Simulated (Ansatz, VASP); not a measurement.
# Ta2H2NO2 (Ta2N(OH)2 MXene monolayer): VASP beside Ansatz

One calculation is typed for both programs; each brings its own data sets. How far apart do they land? The structure shown is the start of the Ansatz relaxation below; VASP solves that cell, so the two are compared at the walk's first step.

Calculated with Ansatz 0.2.0; plane waves, with VASP 6.6.1 beside it; single point at PBE with D3(BJ).

## (1) The structure

The cell holds 7 atoms: 2 H, 2 O, 2 Ta and 1 N. Cell: a = 3.155 Å, b = 3.155 Å, c = 44.782 Å, α = 90.0°, β = 90.0°, γ = 120.0°. Vacuum lies along c.

## (2) Ansatz: relaxation, PBE with D3(BJ)

Ansatz runs on its PAW soft_1 files.

The two programs are compared at the cell with which this relaxation starts, whose forces are those of its first step.

input.yaml

```yaml
crystal:
  lattice:
    - [3.15458, 0.0, 0.0]
    - [-1.57729, 2.7319464183, 0.0]
    - [0.0, 0.0, 44.781688773]
  atoms:
    - { symbol: H, position: [0.3333333333, 0.6666666667, 0.4231640324] }
    - { symbol: O, position: [0.3333333333, 0.6666666667, 0.4450479771] }
    - { symbol: Ta, position: [0.6666666667, 0.3333333333, 0.4722048619] }
    - { symbol: "N", position: [0.0, 0.0, 0.5] }
    - { symbol: Ta, position: [0.3333333333, 0.6666666667, 0.5277951381] }
    - { symbol: O, position: [0.6666666667, 0.3333333333, 0.5549520229] }
    - { symbol: H, position: [0.6666666667, 0.3333333333, 0.5768359676] }
  periodic: [true, true, false]
kpoints:
  mp_grid: { grid: [12, 12, 1] }
hamiltonian:
  xc: pbe
  dispersion: d3bj
  pseudopotentials: { kind: paw, azcp: { folder: soft_1 } }
scf:
  occupations: { method: fermi_dirac, width: 0.05 }
  convergence: { dr2_threshold: 1.0e-09 }
relax:
  f_tol: 0.004
  max_steps: 90
  cell: {}
output:
  write_potential: true
  write_density: true
  volumetric_format: npy
```

Launch:

```
$ ansatz run input.yaml --threads 4 --pin off --max-ram 6144MiB --backend cpu --events-out ev --progress --plain --runs-dir out
```

Numbers of over 12 decimals in the logs are rounded to 6 here.

Output:

```text
Warning: relax.cell: scf.convergence.dr2_threshold = 1e-9 eV is looser than the 2.45621433113e-10 eV advised for a relaxation that steers and ends on the stress (1e-10 eV for each atom of the cell: 7, times the square of relax.cell.stress_2d_tol = 0.05 N/m over 16.9 Å (the atoms' height at the walk's start and 5 Å past either face), 2.962e-2 GPa, over a crystal's default 0.05). What an SCF threshold leaves in a stress goes as its square root, and in the free energy as the threshold itself, and one threshold admits the most on a small cell: [figures from the program's tests cut] Set scf.convergence.dr2_threshold to 2.45621433113e-10 eV or tighter. [rest of the remark cut]
Engine: ansatz 0.2.0, aarch64-unknown-linux-gnu
Pseudopotentials: kind: paw
Pseudopotential: H, paw, valence charge 1, recommended cutoff 420 eV (normal), soft_1/H.paw.azcp
Pseudopotential: O, paw, valence charge 6, recommended cutoff 420 eV (normal), soft_1/O.paw.azcp
Pseudopotential: Ta, paw, valence charge 13, recommended cutoff 420 eV (normal), soft_1/Ta.paw.azcp
Pseudopotential: N, paw, valence charge 5, recommended cutoff 420 eV (normal), soft_1/N.paw.azcp
Functional definition: PBE
  parameter kappa = 0.804
  parameter beta = 0.066725
  exchange = pbe_x(kappa = kappa, mu = beta*pi^2/3)
  correlation = pbe_c(beta = beta)
Crystal: 7 atoms, lattice volume = 385.935 Å³
Basis set: ecut = 420 eV, 7457 PW (Γ), exchange–correlation on 48×48×600 points (8 copies of the dense FFT grid, shifted against one another)
Bands: 30, of which v1, the nominal top of the filled ones, is band 23 counted from 1 (22 counted from 0)
Symmetry: 12 space group operations
Space group: P-3m1 (ITA 164), of the structure as read, at distance tolerance 7.3e-5 Å
k-points: 19 of 144
Non-local potential: H, projectors of the file, l = 0: 2, l = 1: 1
Non-local potential: O, projectors of the file, l = 0: 2, l = 1: 2, l = 2: 1
Non-local potential: Ta, projectors of the file, l = 0: 3, l = 1: 2, l = 2: 2, l = 3: 1
Non-local potential: N, projectors of the file, l = 0: 2, l = 1: 2, l = 2: 1
PAW form: soft (Blöchl's): semilocal exchange-correlation on the pseudo side does not see the compensation charge
PAW one-centre angular grid: H, 110 points (default); XC on 64 Gauss nodes
PAW one-centre angular grid: O, 110 points (default); XC on 64 Gauss nodes
PAW one-centre angular grid: Ta, 590 points (default); XC on 64 Gauss nodes
PAW one-centre angular grid: N, 110 points (default); XC on 64 Gauss nodes
Initial density: superposition of atomic densities (neutral atoms: chi_scale 0, normalization atom)
Initial wavefunctions: pseudopotential atomic-orbital guess
Functional: x = pbe(κ = 0.804, μ = 0.219515), c = pbe(β = 0.066725)
SCF iter   1: F=—  HF=-21424.739745 eV  |F-HF|=—  |Δ(HF+E_count)|=         —  Δρ=6.23e-2  dr2=2.29e1  ethr=3.10e-3  ⟨swp⟩=16.6  Hψ=4306  notcnv=0
preconditioner: auto → LDOS  [metal: Δε(μ)=0.014 eV  Ē_g=11.167 eV  σ=0.050 eV  W_gap=0.07  n_scr=26 (ndim 8)  ℏωp=9.5 eV  f_vac=0.788  D(μ)=4.60/eV (n_scr^D=20)  β→1.0]
SCF iter   2: F=—  HF=-21420.871383 eV  |F-HF|=—  |Δ(HF+E_count)|=    3.87e0  Δρ=4.23e-2  dr2=9.48e0  ethr=3.10e-3  ⟨swp⟩=7.5  Hψ=2102  notcnv=0  defer=17
SCF iter   3: F=—  HF=-21419.597555 eV  |F-HF|=—  |Δ(HF+E_count)|=    1.27e0  Δρ=8.88e-3  dr2=9.21e-1  ethr=3.10e-3  ⟨swp⟩=6.1  Hψ=1657  notcnv=0  defer=14
SCF iter   4: F=—  HF=-21419.522184 eV  |F-HF|=—  |Δ(HF+E_count)|=   7.54e-2  Δρ=3.94e-3  dr2=5.04e-2  ethr=2.05e-3  ⟨swp⟩=4.1  Hψ=1020  notcnv=0  defer=13
SCF iter   5: F=—  HF=-21419.521098 eV  |F-HF|=—  |Δ(HF+E_count)|=   1.09e-3  Δρ=7.77e-4  dr2=1.29e-2  ethr=1.12e-4  ⟨swp⟩=4.1  Hψ=1429  notcnv=0  defer=12
SCF iter   6: F=—  HF=-21419.521282 eV  |F-HF|=—  |Δ(HF+E_count)|=   1.84e-4  Δρ=2.23e-4  dr2=9.37e-4  ethr=2.88e-5  ⟨swp⟩=2.5  Hψ=1009  notcnv=0  defer=12
SCF iter   7: F=—  HF=-21419.521269 eV  |F-HF|=—  |Δ(HF+E_count)|=   1.27e-5  Δρ=4.42e-5  dr2=2.94e-5  ethr=2.08e-6  ⟨swp⟩=3.4  Hψ=1147  notcnv=0  defer=12
SCF iter   8: F=—  HF=-21419.521255 eV  |F-HF|=—  |Δ(HF+E_count)|=   1.41e-5  Δρ=1.38e-5  dr2=7.12e-7  ethr=6.53e-8  ⟨swp⟩=4.1  Hψ=1321  notcnv=0  defer=12
SCF iter   9: F=—  HF=-21419.521063 eV  |F-HF|=—  |Δ(HF+E_count)|=   1.91e-4  Δρ=4.26e-6  dr2=2.01e-7  ethr=1.58e-9  ⟨swp⟩=3.7  Hψ=1254  notcnv=0  defer=12
SCF iter  10: F=—  HF=-21419.521064 eV  |F-HF|=—  |Δ(HF+E_count)|=   6.46e-8  Δρ=1.34e-6  dr2=1.89e-8  ethr=4.47e-10  ⟨swp⟩=3.9  Hψ=1217  notcnv=0  defer=12
[...]
SCF iter   5: F=—  HF=-21420.232237 eV  |F-HF|=—  |Δ(HF+E_count)|=   7.91e-9  Δρ=2.55e-7  dr2=1.39e-9  ethr=2.22e-12  ⟨swp⟩=13.7  Hψ=4808  notcnv=0
SCF iter   6: F=-21420.232237 eV  HF=-21420.232237 eV  |F-HF|=2.04e-10  |Δ(HF+E_count)|=   1.99e-9  Δρ=1.70e-7  dr2=2.40e-10  ethr=2.22e-12  ⟨swp⟩=11.8  Hψ=4038  notcnv=0
SCF 12 converged in 6 iterations: F = -21420.232237 eV  dr2 = 2.40e-10
relax step  12: F+E_penalty+E_count = -21420.23223669 eV  Δ(F+E_penalty+E_count) = -1.202e-5 eV  max|allowed force component| = 2.923e-4 eV/Å  Δτ_max = 0.0004 Å  P = -0.002 N/m  Ω = 407.727 Å³  energy of the carried Pulay correction = -4.408e-4 eV  fix = [c, alpha, beta]  reactions: c -0.000 N/m  (6 SCF iters, accepted)
iter 1 solved again at ethr=1.14e-7 eV; its pass at ethr=3.10e-3 eV (dr2=5.14e-5 eV) is discarded
SCF iter   1: F=—  HF=-21420.231945 eV  |F-HF|=—  |Δ(HF+E_count)|=         —  Δρ=2.77e-5  dr2=8.85e-7  ethr=1.14e-7  ⟨swp⟩=7.6  Hψ=7378  notcnv=0
preconditioner: auto → LDOS  [metal: Δε(μ)=0.064 eV  Ē_g=9.654 eV  σ=0.050 eV  W_gap=0.31  n_scr=26 (ndim 8)  ℏωp=9.2 eV  f_vac=0.787  D(μ)=2.23/eV (n_scr^D=14)  β→1.0]
SCF iter   2: F=—  HF=-21420.232667 eV  |F-HF|=—  |Δ(HF+E_count)|=   7.22e-4  Δρ=3.02e-6  dr2=3.33e-7  ethr=1.97e-9  ⟨swp⟩=5.0  Hψ=1362  notcnv=0
SCF iter   3: F=—  HF=-21420.232652 eV  |F-HF|=—  |Δ(HF+E_count)|=   1.53e-5  Δρ=2.24e-6  dr2=9.25e-8  ethr=7.41e-10  ⟨swp⟩=2.3  Hψ=725  notcnv=0
SCF iter   4: F=—  HF=-21420.232664 eV  |F-HF|=—  |Δ(HF+E_count)|=   1.19e-5  Δρ=1.17e-6  dr2=3.96e-8  ethr=2.06e-10  ⟨swp⟩=2.4  Hψ=752  notcnv=0
SCF iter   5: F=—  HF=-21420.232667 eV  |F-HF|=—  |Δ(HF+E_count)|=   2.82e-6  Δρ=6.13e-7  dr2=1.44e-8  ethr=8.80e-11  ⟨swp⟩=2.3  Hψ=717  notcnv=0
SCF iter   6: F=—  HF=-21420.232667 eV  |F-HF|=—  |Δ(HF+E_count)|=   4.83e-7  Δρ=1.96e-7  dr2=1.41e-9  ethr=3.21e-11  ⟨swp⟩=2.7  Hψ=802  notcnv=0
SCF iter   7: F=-21420.232667 eV  HF=-21420.232667 eV  |F-HF|=1.53e-10  |Δ(HF+E_count)|=   3.24e-9  Δρ=5.88e-8  dr2=2.09e-11  ethr=2.22e-12  ⟨swp⟩=19.8  Hψ=5084  notcnv=0
SCF 13 converged in 7 iterations: F = -21420.232667 eV  dr2 = 2.09e-11
relax step  13: F+E_penalty+E_count = -21420.23266737 eV  Δ(F+E_penalty+E_count) = -4.307e-4 eV  max|allowed force component| = 3.142e-4 eV/Å  Δτ_max = 0.0000 Å  P = +0.002 N/m  Ω = 407.727 Å³  fix = [c, alpha, beta]  reactions: c +0.000 N/m  stress off target by 1.55e-3 N/m on what of the cell is left free  SCF on the basis re-selected at this cell (its energy is not comparable with the rows above)  (7 SCF iters)
basis re-selected at this cell: Δ(F+E_penalty+E_count) = -4.307e-4 eV, ΔP = +0.003 N/m vs the last step (what re-selecting the basis moved, of the pressure what is left beyond the Pulay correction that the steps carried, after the strain that the cell walked since its last selection, with what the two solves' SCF thresholds leave and, on support functions, any second-order correction that the steps lacked; it is no m [...]
WARN: The output density's exchange-correlation potential varies sharply where the density is thin. Do not read a vacuum level from v_tot or v_xc, or from such a field of the output density. On a cell that repeats whose density bears no net charge and no dipole along the vacuum's axis use v_es (v_loc + v_h of the components); under efield.dipole_correction with no amplitude use v_es + v_field, which holds any externa [...]
SCF converged after 7 iterations
Free energy (F): -21420.232667 eV
Harris-Foulkes:  -21420.232667 eV  (|F-HF|=1.53e-10)
Internal energy: -21420.214356 eV  (E = F + TS)
E sigma→0 (E₀):  -21420.223512 eV
Entropy (-TS):   -0.018312 eV (-2.616 meV/atom)
Fermi energy:    -2.772104 eV
--- Per-component energies (eV) ---
  E_band       = -1112.032068
  E_kinetic    = 1287.008920
  E_local      = -188884.240583  (includes V_loc(G=0)·N_el)
  E_nonlocal   = 119.699432
  E_hartree    = 93714.761079
  E_xc         = -862.924314
  E_vxc        = -748.474430  (∫ρ·V_xc dr)
  E_paw        = -17065.111227  (= ΣΔE_a)
  E_vpaw       = -315.548125  (= ΣTr[D̂ρ^β])
  E_aug_tail   = 0.000726  (compensation charges beyond the density's cutoff)
  E_ewald      = 90271.855145
  E_disp       = -1.263534  (pairwise vdW)
  E_smearing   = -0.018312  (= −TS)
  E_closure    = -0.000000  (closes the sum)
  Σ components = -21420.232667   (vs F -21420.232667, Δ=0.00e0)
--- Forces (eV/Å), atoms counted from 1 ---
  atom   1  H      0.00000000    -0.00000000     0.00026193
  atom   2  O     -0.00000000    -0.00000000     0.00000257
  atom   3  Ta     0.00000000     0.00000000     0.00031424
  atom   4  N     -0.00000000     0.00000000     0.00000000
  atom   5  Ta     0.00000000    -0.00000000    -0.00031424
  atom   6  O      0.00000000     0.00000000    -0.00000257
  atom   7  H      0.00000000     0.00000000    -0.00026193
  max |Σ_I F_I| component: 1.76e-17 eV/Å
--- 2D stress c σ (N/m, compression-positive) ---
        0.001554       0.000000       0.000000
        0.000000       0.001554      -0.000000
        0.000000      -0.000000       0.000000
  P = ½ c Tr σ = 0.0016 N/m
--- Band table (eV; the first three rows and the last of 19) ---
  k-point 0: bands = [... 19 lower, -8.2117, -5.0057, -5.0057, -3.6200, -3.1422, -3.0210, -2.6468, -1.0148, ... 3 higher]
  k-point 1: bands = [... 19 lower, -8.3225, -5.1956, -4.8279, -3.4342, -3.0053, -2.9699, -2.4629, -1.1780, ... 3 higher]
  k-point 2: bands = [... 19 lower, -8.5536, -5.6279, -4.3610, -3.3242, -2.8008, -2.6036, -1.8995, -1.2891, ... 3 higher]
  k-point 18: bands = [... 19 lower, -9.3303, -4.3237, -4.3237, -3.7736, -0.8407, -0.8407, -0.2423, 0.8024, ... 3 higher]
  the weakly bound empty levels are not read free of the cell's end (no_gap_told)
--- Relaxed structure (11 steps of the walk, 10 accepted, 2 SCFs on fresh bases) ---
  F+E_penalty+E_count = -21420.23266737 eV   max|allowed force component| = 3.142e-4 eV/Å   (the final SCF, on the basis selected at the relaxed cell)
  cell:  # Å, volume = 407.7265 Å³
    - [3.242417, 0, 0]
    - [-1.621209, 2.808016, 0]
    - [0, 0, 44.781688773]
  atoms:
    - { symbol: H, position: [0.333333, 0.666667, 0.425896] }
    - { symbol: O, position: [0.333333, 0.666667, 0.447851] }
    - { symbol: Ta, position: [0.666667, 0.333333, 0.476722] }
    - { symbol: N, position: [0, 0, 0.500000] }
    - { symbol: Ta, position: [0.333333, 0.666667, 0.523278] }
    - { symbol: O, position: [0.666667, 0.333333, 0.552149] }
    - { symbol: H, position: [0.666667, 0.333333, 0.574104] }
```

The column dr2 measures how far the density is from self-consistency, as an energy; F and HF (Harris–Foulkes) agree once it is small.

(Part 1 of 2 ends here.)

[Lines on the potential files, build, host, timing and source positions are cut from VASP's logs without a mark.]

[Logs are printed without paths, hosts, clocks, repeated set-up lines and the standing remarks that a program may print on its own settings, such as how far it seeks lower states.]

[Hosts, paths, dates, database ids (printed as entryN), source tags and the programs' standing remarks are cut or masked in the printed files.]
